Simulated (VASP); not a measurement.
```
CELL_PARAMETERS angstrom
      4.00745     0.00000     0.00000
      0.00000     4.00745     0.00000
      0.00000     0.00000     4.00745
ATOMIC_POSITIONS crystal
  Ta 0.00000 0.00000 0.00000
  Ru 0.00000 0.50000 0.50000
  Ru 0.50000 0.00000 0.50000
  Ru 0.50000 0.50000 0.00000
  C  0.50000 0.50000 0.50000
```

All values below come from PBEsol GGA, VASP's PBE PAW potentials (set 64) (plane waves; VASP). Settings: 520 eV cut-off, 9×9×9 Γ-centred mesh, tetrahedra with Blöchl corrections, potentials Ta_pv Ru_pv C.

The cores are frozen, which limits the accuracy of field gradients.

**Question.** Give the principal components of the electric field gradient (V/Å²) and the asymmetry η at each nucleus.

**Answer.** 
| atom | Vxx | Vyy | Vzz | η |
|---|---|---|---|---|
| Ta1 | 0.0 | 0.0 | 0.0 | - |
| Ru2 | 31.6 | 31.6 | -63.3 | 0.00 |
| Ru3 | 31.6 | 31.6 | -63.3 | 0.00 |
| Ru4 | 31.6 | 31.6 | -63.3 | 0.00 |
| C5 | 0.0 | 0.0 | 0.0 | - |

The structure comes from a computed database's TaRu3C entry (Pm-3m); how it stands against other phases isn't given here. It was relaxed first.
